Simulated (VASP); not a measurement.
Output of a VASP run:

File OSZICAR:
```
       N       E                     dE             d eps       ncg     rms          rms(c)
DAV:   1     0.198303459471E+03    0.19830E+03   -0.12647E+04  6512   0.155E+03
DAV:   2    -0.149614131017E+02   -0.21326E+03   -0.21167E+03  6720   0.453E+02
DAV:   3    -0.219828163751E+02   -0.70214E+01   -0.69668E+01  8464   0.937E+01
DAV:   4    -0.220729319931E+02   -0.90116E-01   -0.90091E-01  7600   0.108E+01
DAV:   5    -0.220751411789E+02   -0.22092E-02   -0.22092E-02  8816   0.131E+00    0.189E+01
DAV:   6    -0.190157410946E+02    0.30594E+01   -0.18156E+01  7184   0.514E+01    0.495E+00
DAV:   7    -0.190368883246E+02   -0.21147E-01   -0.29574E-01  7072   0.745E+00    0.306E+00
DAV:   8    -0.190366303037E+02    0.25802E-03   -0.20737E-02  8360   0.168E+00    0.109E+00
DAV:   9    -0.190310440557E+02    0.55862E-02   -0.27446E-02  7792   0.146E+00    0.340E-01
DAV:  10    -0.190320924561E+02   -0.10484E-02   -0.32845E-03  9480   0.615E-01    0.179E-01
DAV:  11    -0.190325916157E+02   -0.49916E-03   -0.54754E-03  8360   0.428E-01    0.123E-01
DAV:  12    -0.190328864369E+02   -0.29482E-03   -0.62069E-03  8064   0.507E-01    0.560E-02
DAV:  13    -0.190329494949E+02   -0.63058E-04   -0.37161E-04  7920   0.155E-01    0.348E-02
DAV:  14    -0.190329699670E+02   -0.20472E-04   -0.30409E-04  7824   0.971E-02    0.170E-02
DAV:  15    -0.190329747221E+02   -0.47550E-05   -0.20056E-04  8048   0.813E-02    0.281E-03
DAV:  16    -0.190329754296E+02   -0.70755E-06   -0.69121E-06  7136   0.229E-02
   1 F= -.19032975E+02 E0= -.19033267E+02  d E =0.874711E-03  mag=    -0.0000
```

OUTCAR:
```
------------------------ aborting loop because EDIFF is reached ----------------------------------------
  FORCE on cell =-STRESS in cart. coord.  units (eV):
  Direction    XX          YY          ZZ          XY          YZ          ZX
  --------------------------------------------------------------------------------------
  Total        0.9893464      0.4415232     -0.3308160      0.0000000      0.0000000      0.0000000
  in kB       68.5306391     30.5836944    -22.9151577      0.0000000      0.0000000      0.0000000
  external PRESSURE =      25.3997252 kB  Pullay stress =       0.0000000 kB
  volume of cell :       23.13
      direct lattice vectors                 reciprocal lattice vectors
     2.815965000  0.000000000  0.000000000     0.355118050  0.000000000  0.000000000
     0.000000000  2.844129000  0.000000000     0.000000000  0.351601492  0.000000000
     0.000000000  0.000000000  2.888003000     0.000000000  0.000000000  0.346260028
 POSITION                                       TOTAL-FORCE (eV/Angst)
 -----------------------------------------------------------------------------------
      0.00000      0.00000      0.00000         0.141386      0.000000      0.000000
      1.43214      1.42206      1.44400        -0.141386      0.000000      0.000000
 -----------------------------------------------------------------------------------
    total drift:                                0.000022      0.000000      0.000014
  FREE ENERGIE OF THE ION-ELECTRON SYSTEM (eV)
  ---------------------------------------------------
  free  energy   TOTEN  =       -19.0329754296 eV

  energy  without entropy=      -19.0338501407  energy(sigma->0) =      -19.03326700

 total charge

# of ion       s       p       d       tot
------------------------------------------
    1        0.440   6.406   4.212  11.058
    2        0.440   6.406   4.212  11.058
--------------------------------------------------
tot          0.881  12.812   8.424  22.117

 magnetization (x)

# of ion       s       p       d       tot
------------------------------------------
    1        0.013   0.007   1.017   1.038
    2       -0.013  -0.007  -1.017  -1.038
--------------------------------------------------
tot          0.000   0.000   0.000   0.000
```
(Selected blocks of OUTCAR.)

POSCAR:
```
Cr
1
    2.8159650000     0.0000000000     0.0000000000
    0.0000000000     2.8441290000     0.0000000000
    0.0000000000     0.0000000000     2.8880030000
Cr
2
Direct
  0.0000000000   0.0000000000   0.0000000000
  0.5085770000   0.5000000000   0.5000000000
```

Write an INCAR and KPOINTS that could have produced this output.

Several could match; the one computed here: the input of the run itself, PBE GGA, plane waves, VASP's PBE PAW potentials (set 64).

### INCAR
```
SYSTEM = Cr
PREC = Accurate; ENCUT = 400; LREAL = .False.
LASPH = .True.
EDIFF = 1E-6; NELM = 100; ALGO = Normal
LMAXMIX = 4
ISMEAR = 1; SIGMA = 0.1
GGA = PE
MAGMOM = 1.5 -1.5
ISPIN = 2
ISIF = 2
LWAVE = .False.; LCHARG = .False.; LORBIT = 10
```

KPOINTS:
```
Automatic
0
G
8 8 7
```

POTCAR, in this order: Cr_pv (PBE.64 set). Program: vasp_std.

The compound is Cr in the bcc, AFM order structure. The cell was not relaxed at this level. The k-mesh is coarse (spacing up to 0.31 per Å, 2π included), so the numbers may not be converged in it. The run is one of a series of settings (KPOINTS 8×8×7 Γ-centred mesh against the base run), some of them coarse on purpose.
